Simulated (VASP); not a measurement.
# Si2Mo: which input changes matter, part 2 of 3

Which changes to a sound input spoil a run on Si2Mo, which are harmless, and which give a warning? All runs use PBE. The start is a cell from a database of measured crystal structures.

VASP 6.6.1; PBE; plane waves and PAW (Si, Mo_sv).

So far. Step 2 (Reference run): The pressure is 2.00 GPa and the largest force 0.309 eV/Å, so the cell is not at a minimum at these settings. Step 3 (Total energy, forces and stress (PBE), changed input): Against the reference run the energy at zero smearing moves by -0.03 meV an atom and the pressure by -0.01 GPa.

The database entry behind the starting cell is an old determination (1927), so it need not match the best structure at ambient conditions.

**4. Self-consistent run (PBE), changed input**

This run is made with a changed input; what comes of it follows.

Contents of INCAR:

```
SYSTEM = Si2Mo
PREC = Accurate
ENCUT = 400
EDIFF = 1E-06
NELM = 89
ISMEAR = -1
SIGMA = 0.05
LREAL = .FALSE.
ALGO = Normal
GGA = PE
NBANDS = 17
LASPH = .TRUE.
LORBIT = 11
LWAVE = .FALSE.
LCHARG = .FALSE.
KPAR = 4
ISIF = 2
```

Contents of POSCAR:

```
Si2Mo
1.0
   -6.0471200000      0.0000000000      0.0000000000
    0.0000000000      6.0471200000      0.0000000000
    3.0235600000     -3.0235600000     -7.4275700000
Si Mo
2 1
Direct
    0.6670000000      0.6670000000      0.3340000000
    0.3330000000      0.3330000000      0.6660000000
    0.0000000000      0.0000000000      0.0000000000
```

Contents of KPOINTS:

```
Automatic mesh
0
Gamma
4 4 4
0 0 0
```

Potentials, in the order of the species: Si and Mo_sv (PBE family, release 64).

Command:

```bash
$ mpirun -np 4 vasp_std
```

What it wrote:

```text
[... set-up lines as in an earlier step ...]
 entering main loop
       N       E                     dE             d eps       ncg     rms          rms(c)
DAV:   1     0.496610393251E+02    0.49661E+02   -0.79797E+03   642   0.794E+02
DAV:   2    -0.248939106520E+01   -0.52150E+02   -0.51473E+02   594   0.156E+02
DAV:   3    -0.495790420833E+01   -0.24685E+01   -0.23701E+01   578   0.230E+01
DAV:   4    -0.509247795041E+01   -0.13457E+00   -0.12365E+00   615   0.430E+00
DAV:   5    -0.512532299713E+01   -0.32845E-01   -0.31557E-01   704   0.127E+00    0.122E+01
DAV:   6    -0.406391462324E+02   -0.35514E+02   -0.40674E+02   621   0.337E+01    0.429E+01
DAV:   7    -0.138399516595E+02    0.26799E+02   -0.16477E+01   566   0.243E+01    0.207E+01
DAV:   8    -0.463709087441E+01    0.92029E+01   -0.15684E+01   583   0.968E+00    0.790E+00
DAV:   9    -0.435855439370E+01    0.27854E+00   -0.73648E-01   654   0.233E+00    0.624E+00
DAV:  10    -0.398589944582E+01    0.37265E+00   -0.14878E+00   735   0.146E+00    0.806E-01
DAV:  11    -0.398517381711E+01    0.72563E-03   -0.18121E-01   607   0.137E+00    0.816E-01
DAV:  12    -0.406389077010E+01   -0.78717E-01   -0.66006E-01   728   0.731E-01    0.331E+00
DAV:  13    -0.399552835848E+01    0.68362E-01   -0.19225E-01   672   0.516E-01    0.123E+00
DAV:  14    -0.399439434197E+01    0.11340E-02   -0.20543E-01   723   0.491E-01    0.998E-01
DAV:  15    -0.400060274370E+01   -0.62084E-02   -0.22050E-01   703   0.417E-01    0.138E+00
DAV:  16    -0.398991194203E+01    0.10691E-01   -0.32859E-02   681   0.191E-01    0.472E-01
DAV:  17    -0.398902946275E+01    0.88248E-03   -0.22634E-03   711   0.665E-02    0.236E-01
DAV:  18    -0.398893566260E+01    0.93800E-04   -0.14211E-04   556   0.367E-02    0.186E-01
DAV:  19    -0.398873591192E+01    0.19975E-03   -0.12400E-03   724   0.290E-02    0.725E-03
DAV:  20    -0.398874007468E+01   -0.41628E-05   -0.99163E-06   508   0.116E-02    0.122E-02
DAV:  21    -0.398874096132E+01   -0.88663E-06   -0.47054E-06   601   0.880E-03
   1 F= -.39887410E+01 E0= -.38652281E+01  d E =-.247026E+00
```

Wall time 30 s (4 MPI ranks of Intel Xeon Platinum 8259CL at 2.50GHz (Skylake/Cascade Lake), shared host); peak memory 1.1 GiB.

Parts of OUTCAR (step 4):

```text
  LATTYP: Found a body centered tetragonal cell.
 ALAT       =     6.0471200000
 C/A-ratio  =     2.4565644472

The static configuration has the point symmetry D_4h.

 Found     13 irreducible k-points:

   k-points           NKPTS =     13   k-points in BZ     NKDIM =     13   number of bands    NBANDS=     17

   dimension x,y,z NGX =    40 NGY =   40 NGZ =   56
   dimension x,y,z NGXF=    80 NGYF=   80 NGZF=  112

   ENCUT  =  400.0 eV  29.40 Ry    5.42 a.u.   9.86  9.86 13.98*2*pi/ulx,y,z

   NELECT =      22.0000    total number of electrons

 E-fermi :  -1.6512

 k-point     1 :       0.0000    0.0000    0.0000
  band No.  band energies     occupation
    ...
      8      -1.8211      1.93532
      9      -1.8211      1.93532
     10      -1.6948      1.41050
     11      -1.6549      1.03771
     12      -1.6308      0.79957
     13      -1.2967      0.00167
     14      -1.2967      0.00167
     15      -1.2932      0.00155
     16      -1.2292      0.00043
     17      -1.0939      0.00003

 k-point     2 :       0.2500    0.0000    0.0000
  band No.  band energies     occupation
    ...
      8      -2.0121      1.99854
      9      -1.7807      1.86048
     10      -1.7533      1.77053
     11      -1.6928      1.39359
     12      -1.6647      1.13439
     13      -1.5692      0.32505
     14      -1.4080      0.01533
     15      -1.3129      0.00230
     16      -1.0497      0.00001
     17      -0.9486      0.00000

  Total       -5.6834621     -5.6834621     -6.7222709      0.0000000     -0.0000000     -0.0000000
  in kB      -33.5258366    -33.5258366    -39.6536040      0.0000000     -0.0000000     -0.0000000
  external PRESSURE =     -35.5684257 kB  Pullay stress =       0.0000000 kB

  energy-cutoff  :      400.00
  volume of cell :      271.61
      direct lattice vectors                 reciprocal lattice vectors
    -6.047120000  0.000000000  0.000000000    -0.165367977  0.000000000 -0.067316767
     0.000000000  6.047120000  0.000000000     0.000000000  0.165367977 -0.067316767
     3.023560000 -3.023560000 -7.427570000     0.000000000  0.000000000 -0.134633534

 POSITION                                       TOTAL-FORCE (eV/Angst)
 -----------------------------------------------------------------------------------
     -3.02356      3.02356     -2.48081         0.000000     -0.000000      0.086876
      0.00000      0.00000     -4.94676        -0.000000      0.000000     -0.086876
      0.00000      0.00000      0.00000         0.000000      0.000000      0.000000
 -----------------------------------------------------------------------------------
    total drift:                               -0.000000      0.000000      0.000000

  FREE ENERGIE OF THE ION-ELECTRON SYSTEM (eV)
  ---------------------------------------------------
  free  energy   TOTEN  =        -3.9887409613 eV

  energy  without entropy=       -3.7417151550  energy(sigma->0) =       -3.86522806

 total charge
# of ion       s       p       d       tot
------------------------------------------
    1        0.962   0.489   0.000   1.450
    2        0.962   0.489   0.000   1.450
    3        2.188   5.953   3.861  12.002
--------------------------------------------------
tot          4.112   6.930   3.861  14.903

[... 1 part as in an earlier step ...]

[... 7 further parts left out ...]
```

Convergence was reached, but on settings outside the sound range, so the numbers are no properties of the crystal.

The fault in the input: cell typed in bohr. POSCAR is in ångström: multiply bohr by 0.529.

**5. Total energy, forces and stress (PBE), changed input, try 2**

A single point gives energy, forces and stress at these settings. Some settings are moved from the usual, to see what they do.

INCAR, as its differences from that of step 4:

```diff
@@ -4,7 +4,7 @@
 EDIFF = 1E-06
-NELM = 89
-ISMEAR = -1
-SIGMA = 0.05
+NELM = 100
+ISMEAR = 0
+SIGMA = 0.2
 LREAL = .FALSE.
-ALGO = Normal
+ALGO = VeryFast
 GGA = PE
```

Contents of POSCAR:

```
Si2Mo
1.0
   -3.2000000000      0.0000000000      0.0000000000
    0.0000000000      3.2000000000      0.0000000000
    1.6000000000     -1.6000000000     -3.9305000000
Si Mo
2 1
Direct
    0.6670000000      0.6670000000      0.3340000000
    0.3330000000      0.3330000000      0.6660000000
    0.0000000000      0.0000000000      0.0000000000
```

Contents of KPOINTS:

```
Automatic mesh
0
Gamma
8 8 8
0 0 0
```

Command:

```bash
$ mpirun -np 4 vasp_std
```

What it wrote:

```text
[... set-up lines as in an earlier step ...]
 entering main loop
       N       E                     dE             d eps       ncg     rms          rms(c)
RMM:   1     0.179615192734E+03    0.17962E+03   -0.68282E+03  1003   0.837E+02
RMM:   2    -0.340720650572E+02   -0.21369E+03   -0.22512E+03  1003   0.242E+02
RMM:   3    -0.128723338616E+02    0.21200E+02   -0.34609E+02  1003   0.117E+02
RMM:   4    -0.208149367782E+02   -0.79426E+01   -0.64011E+01  1003   0.459E+01
RMM:   5    -0.231235493307E+02   -0.23086E+01   -0.19535E+01  1003   0.244E+01
RMM:   6    -0.238616752239E+02   -0.73813E+00   -0.61962E+00  1003   0.122E+01
RMM:   7    -0.240716521696E+02   -0.20998E+00   -0.18514E+00  1003   0.661E+00
RMM:   8    -0.241350269441E+02   -0.63375E-01   -0.56706E-01  1003   0.336E+00
RMM:   9    -0.241583019584E+02   -0.23275E-01   -0.20998E-01  2676   0.185E+00
RMM:  10    -0.241645382992E+02   -0.62363E-02   -0.53606E-02  2684   0.695E-01
RMM:  11    -0.241652412275E+02   -0.70293E-03   -0.61200E-03  2609   0.335E-01
RMM:  12    -0.241654341800E+02   -0.19295E-03   -0.19027E-03  2571   0.137E-01    0.213E+01
RMM:  13    -0.234216339258E+02    0.74380E+00   -0.40934E+00  3915   0.123E+01    0.480E+00
RMM:  14    -0.232811525506E+02    0.14048E+00   -0.32213E-01  3568   0.325E+00    0.417E+00
RMM:  15    -0.232543825035E+02    0.26770E-01   -0.48837E-02  2897   0.162E+00    0.357E-01
RMM:  16    -0.232539075078E+02    0.47500E-03   -0.43168E-03  2504   0.456E-01    0.242E-01
RMM:  17    -0.232537473728E+02    0.16014E-03   -0.13614E-03  2379   0.314E-01    0.826E-02
RMM:  18    -0.232537266282E+02    0.20745E-04   -0.20561E-04  2515   0.134E-01    0.244E-02
RMM:  19    -0.232537265229E+02    0.10530E-06   -0.42268E-05  2609   0.575E-02    0.144E-02
RMM:  20    -0.232537253211E+02    0.12018E-05   -0.55716E-06  2180   0.195E-02    0.732E-03
RMM:  21    -0.232537255641E+02   -0.24302E-06   -0.19179E-06  1751   0.111E-02
   1 F= -.23253726E+02 E0= -.23251635E+02  d E =-.418106E-02
```

It took 12 s on 4 MPI ranks; peak memory 0.58 GiB.

From OUTCAR (step 5):

```text
   NELECT =      22.0000    total number of electrons

 E-fermi :  12.2194

 k-point     1 :       0.0000    0.0000    0.0000
  band No.  band energies     occupation
    ...
      6       5.9310      2.00000
      7       8.8037      2.00000
      8       9.2561      2.00000
      9       9.6113      2.00000
     10       9.6113      2.00000
     11      12.6869      0.00095
     12      15.3419      0.00000
     13      15.3797      0.00000
     14      15.9080      0.00000
     15      15.9080      0.00000
    ...

  Total        0.6215870      0.6215870      0.2627839      0.0000000      0.0000000     -0.0000000
  in kB       24.7437063     24.7437063     10.4607212      0.0000000      0.0000000     -0.0000000
  external PRESSURE =      19.9827112 kB  Pullay stress =       0.0000000 kB

 POSITION                                       TOTAL-FORCE (eV/Angst)
 -----------------------------------------------------------------------------------
     -1.60000      1.60000     -1.31279         0.000000      0.000000      0.299038
      0.00000      0.00000     -2.61771         0.000000      0.000000     -0.299038
      0.00000      0.00000      0.00000         0.000000      0.000000      0.000000
 -----------------------------------------------------------------------------------
    total drift:                                0.000000     -0.000000     -0.000000

  FREE ENERGIE OF THE ION-ELECTRON SYSTEM (eV)
  ---------------------------------------------------
  free  energy   TOTEN  =       -23.2537255641 eV

  energy  without entropy=      -23.2495445083  energy(sigma->0) =      -23.25163504

[... 8 parts as in an earlier step ...]

[... 9 further parts left out ...]
```

ALGO acts on the way to self-consistency or on speed; a fully converged result doesn't depend on them, though slow mixing can meet EDIFF with the stress still off.

This step gave:

| Quantity | Value |
| --- | --- |
| SCF cycles | 21 |
| Fermi energy | 12.22 eV |
| pressure | 1.998 GPa |

Force by atom:

```
atom  x (eV/Å)  y (eV/Å)  z (eV/Å)   size
 Si1     0.000     0.000     0.299  0.299
 Si2     0.000     0.000    -0.299  0.299
 Mo3     0.000     0.000     0.000  0.000
```

Against the reference run the energy at zero smearing moves by +0.03 meV an atom and the pressure by -0.01 GPa.

**6. Full relaxation (PBE), changed input**

The start need not lie at this functional's minimum. ISIF = 3 frees volume, shape and positions, and EDIFFG sets the threshold on forces and stress at which the search stops. Some settings are moved from the usual, to see what they do.

Contents of INCAR:

```
SYSTEM = Si2Mo
PREC = Accurate
ENCUT = 400
EDIFF = 1E-05
NELM = 100
ISMEAR = -1
SIGMA = 0.05
LREAL = .FALSE.
ALGO = Normal
GGA = PE
NBANDS = 17
LASPH = .TRUE.
LORBIT = 11
LWAVE = .FALSE.
LCHARG = .FALSE.
KPAR = 4
IBRION = 2
NSW = 60
ISIF = 3
EDIFFG = -0.01
```

POSCAR is that of step 5.

KPOINTS is that of step 5.

Command:

```bash
$ mpirun -np 4 vasp_std
```

What it wrote:

```text
[... set-up lines as in an earlier step ...]
 entering main loop
       N       E                     dE             d eps       ncg     rms          rms(c)
DAV:   1     0.947530321056E+02    0.94753E+02   -0.98093E+03  2038   0.101E+03
DAV:   2    -0.221140339390E+02   -0.11687E+03   -0.11464E+03  2543   0.271E+02
DAV:   3    -0.241518865300E+02   -0.20379E+01   -0.20260E+01  2467   0.329E+01
DAV:   4    -0.241618907362E+02   -0.10004E-01   -0.99908E-02  2553   0.262E+00
DAV:   5    -0.241619557478E+02   -0.65012E-04   -0.65010E-04  2555   0.199E-01    0.213E+01
DAV:   6    -0.234172576098E+02    0.74470E+00   -0.65493E+00  2146   0.166E+01    0.466E+00
DAV:   7    -0.232865996366E+02    0.13066E+00   -0.97261E-01  2137   0.597E+00    0.441E+00
DAV:   8    -0.232532783059E+02    0.33321E-01   -0.98378E-02  2238   0.238E+00    0.442E-01
DAV:   9    -0.232526383252E+02    0.63998E-03   -0.19150E-03  2468   0.350E-01    0.246E-01
DAV:  10    -0.232525880923E+02    0.50233E-04   -0.55578E-04  2313   0.202E-01    0.517E-02
DAV:  11    -0.232525757158E+02    0.12376E-04   -0.17785E-04  2198   0.101E-01    0.392E-02
DAV:  12    -0.232525730136E+02    0.27022E-05   -0.20414E-05  1418   0.326E-02
   1 F= -.23252573E+02 E0= -.23251737E+02  d E =-.232526E+02
 curvature:   0.00 expect dE= 0.000E+00 dE for cont linesearch  0.000E+00
 trial: gam= 0.00000 g(F)=  0.923E-02 g(S)=  0.136E-01 ort = 0.000E+00 (trialstep = 0.100E+01)
 search vector abs. value=  0.228E-01
 bond charge predicted
       N       E                     dE             d eps       ncg     rms          rms(c)
DAV:   1    -0.234090271532E+02   -0.15645E+00   -0.33760E+00  2092   0.182E+01    0.416E+00
DAV:   2    -0.232859955597E+02    0.12303E+00   -0.12882E+00  2076   0.793E+00    0.115E+00
DAV:   3    -0.232585757676E+02    0.27420E-01   -0.12501E-01  2061   0.192E+00    0.372E-01
DAV:   4    -0.232562813603E+02    0.22944E-02   -0.96700E-03  2365   0.800E-01    0.205E-01
DAV:   5    -0.232563474836E+02   -0.66123E-04   -0.73892E-04  2426   0.219E-01    0.145E-01
DAV:   6    -0.232563248979E+02    0.22586E-04   -0.24001E-04  2230   0.825E-02    0.120E-02
DAV:   7    -0.232563234798E+02    0.14181E-05   -0.58146E-06  1114   0.164E-02
   2 F= -.23256323E+02 E0= -.23255680E+02  d E =-.375047E-02
[...]
3 F= -.23259330E+02 E0= -.23258632E+02  d E =-.675709E-02
[...]
4 F= -.23260734E+02 E0= -.23260145E+02  d E =-.140346E-02
[...]
5 F= -.23261020E+02 E0= -.23260407E+02  d E =-.169013E-02
 curvature:  -0.40 expect dE=-0.987E-04 dE for cont linesearch -0.121E-06
 trial: gam= 0.03263 g(F)=  0.203E-04 g(S)=  0.226E-03 ort = 0.438E-04 (trialstep = 0.865E+00)
 search vector abs. value=  0.256E-03
 bond charge predicted
       N       E                     dE             d eps       ncg     rms          rms(c)
DAV:   1    -0.232615704038E+02   -0.54929E-03   -0.19376E-02  2147   0.118E+00    0.118E-01
DAV:   2    -0.232611962565E+02    0.37415E-03   -0.66822E-04  2272   0.189E-01    0.581E-02
DAV:   3    -0.232610965172E+02    0.99739E-04   -0.27928E-04  2407   0.120E-01    0.210E-02
DAV:   4    -0.232610946700E+02    0.18472E-05   -0.15021E-05  1411   0.271E-02
   6 F= -.23261095E+02 E0= -.23260477E+02  d E =-.744366E-04
 trial-energy change:   -0.000074  1 .order   -0.000080   -0.000215    0.000055
 step:   0.6892(harm=  0.6892)  dis= 0.00074  next Energy=   -23.261106 (dE=-0.855E-04)
 reached required accuracy - stopping structural energy minimisation
```

Run time: 29 s. Hardware: 4 MPI ranks; peak memory 0.6 GiB; 1.8 min of CPU time.

From OUTCAR (step 6):

```text
   NELECT =      22.0000    total number of electrons

 E-fermi :  12.0350

 k-point     1 :       0.0000    0.0000    0.0000
  band No.  band energies     occupation
    ...
      6       5.7747      2.00000
      7       8.6710      2.00000
      8       9.0978      2.00000
      9       9.5059      2.00000
     10       9.5059      2.00000
     11      12.4532      0.00047
     12      15.1725      0.00000
     13      15.3347      0.00000
     14      15.5639      0.00000
     15      15.5639      0.00000
    ...

  Total        0.0148518      0.0148518     -0.0254814      0.0000000     -0.0000000      0.0000000
  in kB        0.5848988      0.5848988     -1.0035148      0.0000000     -0.0000000      0.0000000
  external PRESSURE =       0.0554276 kB  Pullay stress =       0.0000000 kB

 POSITION                                       TOTAL-FORCE (eV/Angst)
 -----------------------------------------------------------------------------------
     -1.60770      1.60770     -1.29703         0.000000     -0.000000     -0.001335
      0.00000      0.00000     -2.63794        -0.000000      0.000000      0.001335
     -0.00000      0.00000     -0.00000        -0.000000     -0.000000      0.000000
 -----------------------------------------------------------------------------------
    total drift:                               -0.000000     -0.000000      0.000000

  FREE ENERGIE OF THE ION-ELECTRON SYSTEM (eV)
  ---------------------------------------------------
  free  energy   TOTEN  =       -23.2610946700 eV

  energy  without entropy=      -23.2598593409  energy(sigma->0) =      -23.26047701

 reached required accuracy - stopping structural energy minimisation

[... 7 parts as in an earlier step ...]

[... 10 further parts left out ...]
```

CONTCAR:

```
Si2Mo
   1.00000000000000
    -3.2153909966923995   -0.0000000000000000   -0.0000000000000000
     0.0000000000000000    3.2153909966923995   -0.0000000000000000
     1.6076954983461997   -1.6076954983461997   -3.9349783295723828
  Si              Mo
     2     1
Direct
     0.6648083881880449    0.6648083881880449    0.3296167763760895
     0.3351916118119552    0.3351916118119552    0.6703832236239105
     0.0000000000000000    0.0000000000000000    0.0000000000000000
```

The run keeps the 16 symmetry operations of its start, so it cannot find a distortion of lower symmetry.

The steps of the relaxation:

```csv
step,energy less that of the first step (eV),largest force (eV/Å),pressure (GPa),volume (Å³)
1,0.0000,0.3092,1.98,40.25
2,-0.0037,0.0691,-2.67,41.22
3,-0.0068,0.1643,-0.89,40.83
4,-0.0082,0.0498,0.41,40.63
5,-0.0084,0.0145,0.00,40.69
6,-0.0085,0.0013,0.01,40.68
```

```csv
"conventional cell, symmetrised",before,after,change
a (Å),3.200,3.215,+0.5 %
b (Å),3.200,3.215,+0.5 %
c (Å),7.861,7.870,+0.1 %
volume (Å³/atom),13.42,13.56,+1.1 %
```

The atoms that moved most (Å, as changes of fractional coordinates times the final cell):

```
atom     dx     dy      dz  length
 Si2  0.000  0.000  -0.017   0.017
 Si1  0.000  0.000   0.017   0.017
```

Final coordinates:

```xyz
3
Lattice="-3.2154 0.0000 0.0000 0.0000 3.2154 0.0000 1.6077 -1.6077 -3.9350" Properties=species:S:1:pos:R:3 pbc="T T T"
Si   -1.6077    1.6077   -1.2970
Si    0.0000    0.0000   -2.6379
Mo    0.0000    0.0000    0.0000
```

Numbers from this step:

```yaml
free_energy_toten: -23.26 eV
energy_at_zero_smearing: -23.26 eV
fermi_energy: 12.04 eV
pressure: 0.005543 GPa
scf_cycles_over_all_ionic_steps: 39
```

It ends with a largest force of 0.001 eV/Å and a pressure of 0.01 GPa.

(Part 2 of 3 ends here.)

[Lines on the potential files, build, host, timing and source positions are cut from VASP's logs without a mark.]

[Logs are printed without paths, hosts, clocks, repeated set-up lines and the standing remarks that a program may print on its own settings, such as how far it seeks lower states.]

[Hosts, paths, dates, database ids (printed as entryN), source tags and the programs' standing remarks are cut or masked in the printed files.]

[A measured line is paired with the nearest computed mode of its activity, which favours agreement.]
